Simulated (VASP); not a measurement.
```yaml
crystal:
  lattice:
    - [-1.46370, 1.46370, 1.46370]
    - [1.46370, -1.46370, 1.46370]
    - [1.46370, 1.46370, -1.46370]
  atoms:
    - { symbol: Fe, position: [0.00000, 0.00000, 0.00000], spin: 2.5 }
```

The base run (VASP): PBE GGA, plane waves, VASP's PBE PAW potentials (set 64). Run with 400 eV cut-off, 16×16×16 Γ-centred mesh, first-order Methfessel-Paxton smearing of 0.10 eV, potentials Fe.

One setting is varied; ΔE counts from the base run. The base run took about 40 core-seconds. Costs are core time on shared hosts, one run each; read them as rough ratios.

| setting | cost over the base run | electronic steps | ΔE (meV/atom) |
|---|---|---|---|
| base run | reference | 16 | 0.0 |
| ALGO = Fast | within a factor of 2 | 16 | 0.0 |
| ALGO = Conjugate | within a factor of 2 | 24 | 0.0 |
| ALGO = All | within a factor of 2 | 24 | 0.0 |
| ALGO = VeryFast | within a factor of 2 | 23 | 0.0 |
| ALGO = Damped | about 3 times | 69 | 0.0 |

Left out are runs that failed, have no time on record or changed the cell.

The compound is Fe in the bcc structure. The cell was not relaxed at this level.
